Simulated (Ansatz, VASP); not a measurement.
# Cross-check of Ni (Ni wire along [110], 4 atoms a period) between VASP and Ansatz

Aim: how closely do two programs agree when they are given the same cell, functional and k mesh? The cell is taken from a series of runs on this material, whose earlier steps may have relaxed, scaled, displaced or heated it; both programs get it as it stands.

Main program and level: Ansatz 0.2.0; plane waves, with VASP 6.6.1 beside it; single point at PBE.

## (1) Set-up

The cell holds 4 atoms: 4 Ni. Cell: a = 10.320 Å, b = 9.289 Å, c = 2.374 Å, α = 90.0°, β = 90.0°, γ = 90.0°. Vacuum lies along a and b. The structure's axis is c.

## (2) Ansatz: single point, PBE

Ansatz runs on its default PAW (the set named soft_2) files.

With cell and atoms fixed, the geometry can't cause a difference; cores, projectors, grids and the points listed under the comparison can.

Input file input.yaml:

```yaml
crystal:
  lattice:
    - [10.32, 0.0, 0.0]
    - [0.0, 9.289, 0.0]
    - [0.0, 0.0, 2.3735856153]
  atoms:
    - { symbol: Ni, position: [0.332306556, 0.5, 0.0], spin: 0.81 }
    - { symbol: Ni, position: [0.667693444, 0.5, 0.0], spin: 0.81 }
    - { symbol: Ni, position: [0.5, 0.375663949, 0.5], spin: 0.87 }
    - { symbol: Ni, position: [0.5, 0.624336051, 0.5], spin: 0.87 }
magnetization:
  spin_polarized: true
kpoints:
  mp_grid: { grid: [1, 1, 34] }
scf:
  occupations: { method: fermi_dirac, width: 0.05 }
hamiltonian:
  xc: pbe
output:
  transmission:
    e_range: [-1.26, 1.26]
    de: 0.035
    kmesh: [1, 1]
    reduced_basis: true
    leads: [[0, 0]]
basis:
  ecutwfc: "350 eV"
```

On the command line:

```console
$ ansatz run input.yaml --threads 4 --pin off --max-ram 16384MiB --backend cpu --events-out ev --progress --plain --runs-dir out
```

Numbers of over 12 decimals in the logs are rounded to 6 here.

Log:

```text
Warning: basis.ecutwfc = 350 eV is below the records' recommended 420 eV, and the density's cutoff is lower with it unless basis.ecutrho_ratio is high enough to keep the records' density cutoff: compare with a run at a higher cutoff
Engine: ansatz 0.2.0, aarch64-unknown-linux-gnu
Pseudopotentials: kind: paw
Pseudopotential: Ni, paw, valence charge 18, recommended cutoff 420 eV (normal), Ni.paw.azcp
Functional definition: PBE
  parameter kappa = 0.804
  parameter beta = 0.066725
  exchange = pbe_x(kappa = kappa, mu = beta*pi^2/3)
  correlation = pbe_c(beta = beta)
Crystal: 4 atoms, lattice volume = 227.538 Å³
Basis set: ecut = 350 eV, 3393 PW (Γ)
Bands: 46, of which v1, the nominal top of the filled ones, is band 36 counted from 1 (35 counted from 0)
Symmetry: 8 space group operations
Space group: Pmmm (ITA 47), of the structure as read, at distance tolerance 6.1e-5 Å
Magnetic group: BNS 47.249 (UNI 347), of the structure as read, at distance tolerance 6.1e-5 Å
k-points: 18 of 34
Non-local potential: Ni, projectors of the file, l = 0: 3, l = 1: 2, l = 2: 3, l = 3: 1
PAW form: soft (Blöchl's): semilocal exchange-correlation on the pseudo side does not see the compensation charge
PAW one-centre angular grid: Ni, 590 points (default); XC on 64 Gauss nodes
Initial density: superposition of atomic densities (neutral atoms: chi_scale 0, normalization atom)
Starting moments: Σ|m| = 3.36 μB on 4 of 4 sites
Initial wavefunctions: pseudopotential atomic-orbital guess
Functional: x = pbe(κ = 0.804, μ = 0.219515), c = pbe(β = 0.066725)
SCF iter   1: F=—  HF=-23349.088036 eV  |F-HF|=—  |Δ(HF+E_count)|=         —  Δρ=2.52e-2 (↑2.52e-2 ↓1.85e-2)  dr2=7.26e0  dr2_m=4.39e-1  M=3.687 μB ∫|m|=3.858 μB  β_m=0.30  ethr=3.10e-3  ⟨swp⟩=8.8  Hψ=8022  notcnv=0  defer=15
Mixer restart at iter 1: flushing history
preconditioner: auto → LDOS  [metal: Δε(μ)=0.014 eV  Ē_g=6.204 eV  σ=0.050 eV  W_gap=0.07  n_scr=36 (ndim 8)  ℏωp=15.6 eV  f_vac=0.657  D(μ)=10.28/eV (n_scr^D=82)]
spin=Collinear: LDOS preconditioning applied to the charge; magnetization (m = ρ↑ − ρ↓) channel mixes plain (no charge-response kernel on spin).
SCF iter   2: F=—  HF=-23350.141464 eV  |F-HF|=—  |Δ(HF+E_count)|=    1.05e0  Δρ=2.01e-2 (↑2.01e-2 ↓9.94e-3)  dr2=1.93e0  dr2_m=2.11e-1  M=3.621 μB ∫|m|=3.851 μB  β_m=0.43  ethr=3.10e-3  ⟨swp⟩=3.0  Hψ=3049  notcnv=0  defer=87
SCF iter   3: F=—  HF=-23352.695087 eV  |F-HF|=—  |Δ(HF+E_count)|=    2.55e0  Δρ=6.81e-3 (↑3.85e-3 ↓6.81e-3)  dr2=1.04e-1  dr2_m=4.31e-2  M=3.575 μB ∫|m|=3.901 μB  β_m=0.47  ethr=2.68e-3  ⟨swp⟩=3.2  Hψ=2841  notcnv=0  defer=88
SCF iter   4: F=—  HF=-23353.324093 eV  |F-HF|=—  |Δ(HF+E_count)|=   6.29e-1  Δρ=6.46e-3 (↑2.78e-3 ↓6.46e-3)  dr2=1.36e-1  dr2_m=1.14e-2  M=3.372 μB ∫|m|=3.722 μB  β_m=0.56  ethr=1.44e-4  ⟨swp⟩=3.0  Hψ=2895  notcnv=0  defer=89
SCF iter   5: F=—  HF=-23353.575536 eV  |F-HF|=—  |Δ(HF+E_count)|=   2.51e-1  Δρ=4.58e-3 (↑1.33e-3 ↓4.58e-3)  dr2=2.46e-2  dr2_m=1.66e-2  M=3.296 μB ∫|m|=3.669 μB  β_m=0.78  ethr=1.44e-4  ⟨swp⟩=2.9  Hψ=2710  notcnv=0  defer=92
SCF iter   6: F=—  HF=-23353.618048 eV  |F-HF|=—  |Δ(HF+E_count)|=   4.25e-2  Δρ=3.11e-3 (↑7.05e-4 ↓3.11e-3)  dr2=1.95e-2  dr2_m=3.47e-3  M=3.254 μB ∫|m|=3.619 μB  β_m=0.76  ethr=3.42e-5  ⟨swp⟩=2.4  Hψ=2748  notcnv=0  defer=94
SCF iter   7: F=—  HF=-23353.618337 eV  |F-HF|=—  |Δ(HF+E_count)|=   2.89e-4  Δρ=2.93e-4 (↑2.73e-4 ↓2.93e-4)  dr2=2.15e-4  dr2_m=1.19e-4  M=3.257 μB ∫|m|=3.619 μB  β_m=0.83  ethr=2.71e-5  ⟨swp⟩=2.1  Hψ=2634  notcnv=0  defer=94
SCF iter   8: F=—  HF=-23353.618385 eV  |F-HF|=—  |Δ(HF+E_count)|=   4.73e-5  Δρ=2.89e-4 (↑1.06e-4 ↓2.89e-4)  dr2=1.75e-4  dr2_m=2.60e-5  M=3.259 μB ∫|m|=3.617 μB  β_m=0.81  ethr=2.99e-7  ⟨swp⟩=3.4  Hψ=3777  notcnv=0  defer=94
SCF iter   9: F=—  HF=-23353.618359 eV  |F-HF|=—  |Δ(HF+E_count)|=   2.59e-5  Δρ=6.12e-5 (↑2.79e-5 ↓6.12e-5)  dr2=4.13e-6  dr2_m=2.36e-6  M=3.260 μB ∫|m|=3.617 μB  β_m=0.90  ethr=2.43e-7  ⟨swp⟩=2.0  Hψ=2337  notcnv=0  defer=94
SCF iter  10: F=—  HF=-23353.618362 eV  |F-HF|=—  |Δ(HF+E_count)|=   3.47e-6  Δρ=2.03e-5 (↑1.18e-5 ↓2.03e-5)  dr2=1.42e-6  dr2_m=1.48e-7  M=3.261 μB ∫|m|=3.617 μB  β_m=0.87  ethr=5.73e-9  ⟨swp⟩=2.4  Hψ=3045  notcnv=0  defer=94
SCF iter  11: F=—  HF=-23353.618362 eV  |F-HF|=—  |Δ(HF+E_count)|=   9.77e-8  Δρ=8.27e-6 (↑6.60e-6 ↓8.27e-6)  dr2=5.18e-7  dr2_m=7.19e-8  M=3.261 μB ∫|m|=3.617 μB  β_m=0.73  ethr=1.97e-9  ⟨swp⟩=2.2  Hψ=2767  notcnv=0  defer=94
SCF iter  12: F=—  HF=-23353.618362 eV  |F-HF|=—  |Δ(HF+E_count)|=   1.03e-7  Δρ=3.07e-6 (↑1.51e-6 ↓3.07e-6)  dr2=7.87e-9  dr2_m=7.51e-9  M=3.261 μB ∫|m|=3.617 μB  β_m=0.86  ethr=7.20e-10  ⟨swp⟩=2.0  Hψ=2358  notcnv=0  defer=94
SCF iter  13: F=-23353.618362 eV  HF=-23353.618362 eV  |F-HF|=4.73e-9  |Δ(HF+E_count)|=   5.20e-9  Δρ=1.17e-6 (↑1.13e-6 ↓1.17e-6)  dr2=5.79e-9  dr2_m=4.85e-10  M=3.261 μB ∫|m|=3.617 μB  ethr=1.09e-11  ⟨swp⟩=10.3  Hψ=7412  notcnv=0
SCF 1 converged in 13 iterations: F = -23353.618362 eV  dr2 = 5.79e-9
  greatest PAW one-centre occupation: 1.002 electrons in one spin orbital (limit 2), on the Ni atom at site 1 (counted from 0), in its partial waves of l = 1
transmission: 6 of 36 steps passed
transmission: 9 of 36 steps passed
[...]
transmission: 36 of 36 steps passed
SCF converged after 13 iterations
Magnetization: 3.2614 μB (37.6307 up, 34.3693 down)
Absolute magnetization: 3.6194 μB (∫|ρ↑−ρ↓|, with the PAW one-centre terms)
Spin contamination: 0.0456 ħ² per cell (⟨S²⟩ above its minimum at these occupations)
Per-site moments (μB) at R_I (Å): [(0.801129, 0.979104), (0.801129, 0.979104), (0.856693, 0.952840), (0.856693, 0.952840)]
Free energy (F): -23353.618362 eV
Harris-Foulkes:  -23353.618362 eV  (|F-HF|=4.73e-9)
Internal energy: -23353.557089 eV  (E = F + TS)
E sigma→0 (E₀):  -23353.587726 eV
Entropy (-TS):   -0.061273 eV (-15.318 meV/atom)
Fermi energy:    -0.075261 eV
--- Per-component energies (eV) ---
  E_band       = -2430.988671
  E_kinetic    = 1126.682163
  E_local      = -47482.343939  (includes V_loc(G=0)·N_el)
  E_nonlocal   = 2566.769601
  E_hartree    = 21961.072604
  E_xc         = -331.260055
  E_vxc        = -426.312390  (∫ρ·V_xc dr)
  E_paw        = -6538.668326  (= ΣΔE_a)
  E_vpaw       = -2137.918909  (= ΣTr[D̂ρ^β])
  E_aug_tail   = 0.001320  (compensation charges beyond the density's cutoff)
  E_ewald      = 5344.189543
  E_smearing   = -0.061273  (= −TS)
  E_closure    = 0.000000  (closes the sum)
  Σ components = -23353.618362   (vs F -23353.618362, Δ=0.00e0)
--- Band table (eV; the first three rows and the last of 36) ---
  k-point 0 ↑: bands = [... 32 lower, -1.1910, -1.0890, -0.9023, -0.8091, -0.7339, -0.7284, -0.6783, 0.5047, ... 6 higher]
  k-point 1 ↑: bands = [... 32 lower, -1.2201, -1.0789, -0.8606, -0.8029, -0.7669, -0.7632, -0.6909, 0.5492, ... 6 higher]
  k-point 2 ↑: bands = [... 32 lower, -1.2624, -1.0477, -0.8592, -0.8534, -0.8494, -0.7249, -0.7020, 0.6698, ... 6 higher]
  k-point 17 ↓: bands = [... 32 lower, -0.0427, 0.1244, 0.2823, 0.3291, 2.1622, 2.5922, 2.8825, 4.3276, ... 6 higher]
--- Transmission ---
  basis      : 703 plane waves across, 3 finite elements along
  points     : 1, standing for a mesh of 1 x 1
  filling    : by the input's occupations and mesh, since the crystals that have channels conduct as metals do. If one of these is a semiconductor, that mesh has misplaced its level
  energies   : 73 from -1.260000 to 1.260000 eV about the Fermi level, 0.035000 eV apart; the leads are filled to 0.000000 eV, and channels, transmission and decay are at 0.000000 eV
  crystal 0  : Ni4, at the sites [0, 0], period 2.3736 Å: whole cells are its period
    offset         : up to 0.0000 Å between an atom of the period and one for which it stands
    filled         : 7.7 meV under the level at which it is neutral
    channels       : 3.000000e0 up, 5.000000e0 down
    conductance    : 3.5953e14 S/m² at 300 K; may be off by some 0.1 % by where its bands' edges are placed, 0.1 % from the distance to neutral
```

## (3) VASP: single point, PBE

The same cell, functional, mesh and smearing now go to VASP, with its own data sets.

Lines of VASP's logs that name or quote its potential files are left out, and so is its time.

Input file INCAR:

```
SYSTEM = Ni
PREC = Accurate
ENCUT = 520
EDIFF = 1E-06
NELM = 200
ISMEAR = -1
SIGMA = 0.05
LREAL = .FALSE.
ALGO = Normal
GGA = PE
NBANDS = 30
ISPIN = 2
MAGMOM = 0.8 0.8 0.86 0.86
LASPH = .TRUE.
LMAXMIX = 4
LORBIT = 11
LWAVE = .FALSE.
LCHARG = .FALSE.
ISIF = 2
GGA_COMPAT = .FALSE.
```

Input file POSCAR:

```
Ni
1.0
   10.3200000000      0.0000000000      0.0000000000
    0.0000000000      9.2890000000      0.0000000000
    0.0000000000      0.0000000000      2.3735856153
Ni
4
Direct
    0.3323065560      0.5000000000      0.0000000000
    0.6676934440      0.5000000000      0.0000000000
    0.5000000000      0.3756639490      0.5000000000
    0.5000000000      0.6243360510      0.5000000000
```

Input file KPOINTS:

```
Automatic mesh
0
Gamma
1 1 34
0 0 0
```

Potentials, in the order of the species: Ni (PBE family, release 64).

On the command line:

```console
$ mpirun -np 1 vasp_std
```

Log:

```text
[banner, memory and clock lines left out]
running    1 mpi-ranks, on    1 nodes
 distrk:  each k-point on    1 cores,    1 groups
 distr:  one band on    1 cores,    1 groups

 POSCAR found type information on POSCAR Ni
 POSCAR found :  1 types and       4 ions
 LDA part: xc-table for (Slater+PW92), standard interpolation
 POSCAR, INCAR and KPOINTS ok, starting setup
 FFT: planning ... GRIDC
 FFT: planning ... GRID_SOFT
 FFT: planning ... GRID
 WAVECAR not read
 entering main loop
       N       E                     dE             d eps       ncg     rms          rms(c)
DAV:   1     0.237044100757E+03    0.23704E+03   -0.15751E+04  2160   0.117E+03
DAV:   2    -0.806002610528E+01   -0.24510E+03   -0.23190E+03  2220   0.269E+02
DAV:   3    -0.191920225680E+02   -0.11132E+02   -0.10861E+02  2460   0.804E+01
DAV:   4    -0.193439146953E+02   -0.15189E+00   -0.15175E+00  2510   0.107E+01
DAV:   5    -0.193472169163E+02   -0.33022E-02   -0.33021E-02  3260   0.102E+00    0.156E+01
DAV:   6    -0.185766169457E+02    0.77060E+00   -0.26490E+01  2406   0.641E+01    0.151E+01
DAV:   7    -0.182986793214E+02    0.27794E+00   -0.13284E+01  2440   0.725E+01    0.200E+01
DAV:   8    -0.168815529934E+02    0.14171E+01   -0.55698E+00  2784   0.528E+01    0.772E+00
DAV:   9    -0.167551751062E+02    0.12638E+00   -0.13046E+00  2826   0.188E+01    0.256E+00
DAV:  10    -0.167611850171E+02   -0.60099E-02   -0.25101E-01  2318   0.460E+00    0.215E+00
DAV:  11    -0.167398693351E+02    0.21316E-01   -0.58346E-02  2500   0.424E+00    0.498E-01
DAV:  12    -0.167396124839E+02    0.25685E-03   -0.13289E-02  2488   0.114E+00    0.419E-01
DAV:  13    -0.167386814474E+02    0.93104E-03   -0.42719E-03  2202   0.112E+00    0.172E-01
DAV:  14    -0.167394283128E+02   -0.74687E-03   -0.97953E-04  2202   0.268E-01    0.117E-01
[...]
DAV:  18    -0.167407181304E+02   -0.93667E-04   -0.41372E-05  2368   0.547E-02    0.185E-02
DAV:  19    -0.167407758315E+02   -0.57701E-04   -0.45828E-06  2250   0.207E-02    0.128E-02
DAV:  20    -0.167408853165E+02   -0.10949E-03   -0.78394E-06  2170   0.267E-02    0.551E-03
DAV:  21    -0.167409655767E+02   -0.80260E-04   -0.46016E-06  2116   0.165E-02    0.572E-03
DAV:  22    -0.167410104089E+02   -0.44832E-04   -0.33894E-06  1980   0.818E-03    0.540E-03
DAV:  23    -0.167410195861E+02   -0.91771E-05   -0.11607E-06  1794   0.894E-03    0.229E-03
DAV:  24    -0.167410216806E+02   -0.20945E-05   -0.40955E-07  1678   0.497E-03    0.757E-04
DAV:  25    -0.167410219093E+02   -0.22876E-06   -0.11007E-07  1622   0.249E-03
   1 F= -.16741022E+02 E0= -.16709925E+02  d E =-.621937E-01  mag=     3.2311
```

Parts of OUTCAR (step 3):

```text
ion  position               nearest neighbor table
   1  0.332  0.500  0.000-   3 2.40   4 2.40   3 2.40   4 2.40
   2  0.668  0.500  0.000-   3 2.40   4 2.40   3 2.40   4 2.40
   3  0.500  0.376  0.500-   4 2.31   2 2.40   1 2.40   1 2.40   2 2.40
   4  0.500  0.624  0.500-   3 2.31   2 2.40   1 2.40   1 2.40   2 2.40

  LATTYP: Found a simple orthorhombic cell.
 ALAT       =     2.3735856153
 B/A-ratio  =     3.9134884961
 C/A-ratio  =     4.3478524362

 Subroutine GETGRP returns: Found  8 space group operations
 (whereof  8 operations were pure point group operations)

The static configuration has the point symmetry D_2h.

 Found     18 irreducible k-points:

   k-points           NKPTS =     18   k-points in BZ     NKDIM =     18   number of bands    NBANDS=     30

   dimension x,y,z NGX =    80 NGY =   70 NGZ =   18
   dimension x,y,z NGXF=   160 NGYF=  140 NGZF=   36

   ENCUT  =  520.0 eV  38.22 Ry    6.18 a.u.  19.19 17.27  4.41*2*pi/ulx,y,z

   NELECT =      40.0000    total number of electrons

 k-points in reciprocal lattice and weights: Automatic mesh
   0.00000000  0.00000000  0.00000000       0.029
   0.00000000  0.00000000  0.02941176       0.059
   0.00000000  0.00000000  0.05882353       0.059
   0.00000000  0.00000000  0.08823529       0.059
   0.00000000  0.00000000  0.11764706       0.059
   0.00000000  0.00000000  0.14705882       0.059
   0.00000000  0.00000000  0.17647059       0.059
   0.00000000  0.00000000  0.20588235       0.059
   0.00000000  0.00000000  0.23529412       0.059
[...]
0.00000000  0.00000000  0.47058824       0.059
   0.00000000  0.00000000  0.50000000       0.029

 average (electrostatic) potential at core
       1 -92.8430       2 -92.8430       3 -93.0874       4 -93.0874

 E-fermi :  -1.7457

 spin component 1
 k-point     1 :       0.0000    0.0000    0.0000
  band No.  band energies     occupation
    ...
     19      -2.5434      1.00000
     20      -2.4664      1.00000
     21      -2.3913      1.00000
     22      -2.3860      1.00000
     23      -2.3370      0.99999
     24      -1.1353      0.00000
     25      -0.3329      0.00000
     26      -0.0076      0.00000
     27       1.5675      0.00000
     28       2.8977      0.00000
    ...

 k-point     2 :       0.0000    0.0000    0.0294
  band No.  band energies     occupation
    ...
     19      -2.5074      1.00000
     20      -2.4549      1.00000
     21      -2.4235      1.00000
     22      -2.4198      1.00000
     23      -2.3494      0.99999
     24      -1.0912      0.00000
     25      -0.2778      0.00000
     26       0.0242      0.00000
     27       1.6080      0.00000
     28       2.9230      0.00000
    ...

 k-point     3 :       0.0000    0.0000    0.0588
  band No.  band energies     occupation
    ...
     19      -2.5144      1.00000
     20      -2.5090      1.00000
     21      -2.5049      1.00000
     22      -2.3828      1.00000
     23      -2.3461      0.99999
     24      -0.9714      0.00000
     25      -0.1227      0.00000
     26       0.1188      0.00000
     27       1.7270      0.00000
     28       2.9987      0.00000
    ...

 k-point     4 :       0.0000    0.0000    0.0882
  band No.  band energies     occupation
    ...
     19      -2.6233      1.00000
     20      -2.6037      1.00000
     21      -2.5497      1.00000
     22      -2.4257      1.00000
     23      -2.1895      0.99986
     24      -0.7990      0.00000
     25       0.1107      0.00000
     26       0.2731      0.00000
     27       1.9176      0.00000
     28       3.1242      0.00000
    ...

 k-point     5 :       0.0000    0.0000    0.1176
  band No.  band energies     occupation
    ...
     19      -2.6877      1.00000
     20      -2.5935      1.00000
     21      -2.5891      1.00000
     22      -2.4505      1.00000
     23      -2.0100      0.99497
     24      -0.5902      0.00000
     25       0.4029      0.00000
     26       0.4827      0.00000
     27       2.1708      0.00000
     28       3.2986      0.00000
    ...

 k-point     6 :       0.0000    0.0000    0.1471
  band No.  band energies     occupation
    ...
     19      -2.7354      1.00000
     20      -2.6374      1.00000
     21      -2.5808      1.00000
     22      -2.3934      1.00000
     23      -1.8108      0.78632
     24      -0.3526      0.00000
     25       0.7410      0.00000
     26       0.7421      0.00000
     27       2.4779      0.00000
     28       3.5059      0.00000
    ...

  Total        0.1433784      0.1191791      0.0121409      0.0000000      0.0000000      0.0000000
  in kB        1.0095801      0.8391841      0.0854884      0.0000000      0.0000000      0.0000000
  external PRESSURE =       0.6447509 kB  Pullay stress =       0.0000000 kB

  energy-cutoff  :      520.00
  volume of cell :      227.54
      direct lattice vectors                 reciprocal lattice vectors
    10.320000000  0.000000000  0.000000000     0.096899225  0.000000000  0.000000000
     0.000000000  9.289000000  0.000000000     0.000000000  0.107654215  0.000000000
     0.000000000  0.000000000  2.373585615     0.000000000  0.000000000  0.421303531

 POSITION                                       TOTAL-FORCE (eV/Angst)
 -----------------------------------------------------------------------------------
      3.42940      4.64450      0.00000        -0.021707      0.000000      0.000000
      6.89060      4.64450      0.00000         0.021707      0.000000      0.000000
      5.16000      3.48954      1.18679        -0.000000     -0.010088     -0.000000
      5.16000      5.79946      1.18679         0.000000      0.010088      0.000000
 -----------------------------------------------------------------------------------
    total drift:                               -0.000000     -0.000000     -0.000000

  FREE ENERGIE OF THE ION-ELECTRON SYSTEM (eV)
  ---------------------------------------------------
  free  energy   TOTEN  =       -16.7410219093 eV

  energy  without entropy=      -16.6788281785  energy(sigma->0) =      -16.70992504

 total charge
# of ion       s       p       d       tot
------------------------------------------
    1        0.509   0.303   8.352   9.164
    2        0.509   0.303   8.352   9.164
    3        0.509   0.380   8.331   9.220
    4        0.509   0.380   8.331   9.220
--------------------------------------------------
tot          2.037   1.366  33.367  36.769

 magnetization (x)
# of ion       s       p       d       tot
------------------------------------------
    1        0.001  -0.013   0.788   0.775
    2        0.001  -0.013   0.788   0.775
    3       -0.001  -0.019   0.841   0.821
    4       -0.001  -0.019   0.841   0.821
--------------------------------------------------
tot         -0.001  -0.064   3.257   3.192

[... 6 further parts left out ...]
```

The magnetic state follows from one typed start and may not be the lowest.

## (4) Side by side

Known differences besides the potentials themselves: VASP starts from the moments at which Ansatz ended; the data sets hold 72 valence electrons in Ansatz (on its default PAW (the set named soft_2) files) and 40 in VASP; the cutoff is 350 eV in Ansatz and 520 eV in VASP; site moments are counted in spheres of each program's own size; Ansatz's log warns that its cutoff lies below the recommended one. Total energies have different zeros and are not compared.

Compared:

| quantity | Ansatz | VASP | difference |
| --- | --- | --- | --- |
| total moment (μB) | 3.26 | 3.23 | +0.03 |
| moment on Ni4 (μB) | 0.86 | 0.82 | +0.04 |
| moment on Ni3 (μB) | 0.86 | 0.82 | +0.04 |
| moment on Ni2 (μB) | 0.80 | 0.78 | +0.03 |
| moment on Ni1 (μB) | 0.80 | 0.78 | +0.03 |

## (5) Outcome

```json
{
  "difference in total moment (single point, PBE)": "0.030 μB"
}
```

In words: The difference in total moment is 0.030 μB (single point, PBE). The data sets hold unlike numbers of valence electrons (72 in Ansatz and 40 in VASP), so part of the differences comes from the potentials. Such differences can come from data sets, numerical settings and the points named under the comparisons, not from the functional's error against experiment.

[Lines on the potential files, build, host, timing and source positions are cut from VASP's logs without a mark.]

[Logs are printed without paths, hosts, clocks, repeated set-up lines and the standing remarks that a program may print on its own settings, such as how far it seeks lower states.]

[Hosts, paths, dates, database ids (printed as entryN), source tags and the programs' standing remarks are cut or masked in the printed files.]
